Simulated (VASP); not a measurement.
Input:

```xyz
8
Lattice="-2.7541 2.7541 5.5092 2.7541 -2.7541 5.5092 2.7541 2.7541 -5.5092" Properties=species:S:1:pos:R:3 pbc="T T T"
Zn     0.0000     2.7541     2.7546
Cu     0.0000     0.0000     0.0000
Cu     2.7541     0.0000     2.7546
Sn     0.0000     0.0000     5.5092
S      1.3344     1.2962     1.4213
S      1.2962     4.1739    -1.4213
S      1.4197     1.4579     6.9304
S      1.4579    -1.4197     4.0879
```

Computed with PBEsol GGA, VASP's PBE PAW potentials (set 64) (plane waves; VASP). Numerical set-up: 300 eV cut-off, 5×5×5 Γ-centred mesh shifted by (0.5, 0.5, 0.5), first-order Methfessel-Paxton smearing of 0.14 eV, potentials Zn Cu Sn_d S.

At this cut-off the stress carries a Pulay error, which pulls relaxed volumes low.

### Question
Give the force on each atom (eV/Å).

### Answer

```
atom      Fx      Fy      Fz
----  ------  ------  ------
Zn1    0.000   0.000   0.000
Cu2    0.000   0.000   0.000
Cu3    0.000   0.000   0.000
Sn4    0.000   0.000   0.000
S5    -0.005  -0.067   0.027
S6    -0.067   0.005  -0.027
S7     0.005   0.067   0.027
S8     0.067  -0.005  -0.027
```

### Question
Give the stress tensor in GPa (positive for a compressed cell).

### Answer

```
-5.33   0.00   0.00
 0.00  -5.33   0.00
 0.00   0.00  -5.38
```
The pressure is its mean diagonal, -5.35 GPa.

The structure comes from a computed database's ZnCu2SnS4 entry, a phase known from measurement. The cell was not relaxed at this level.
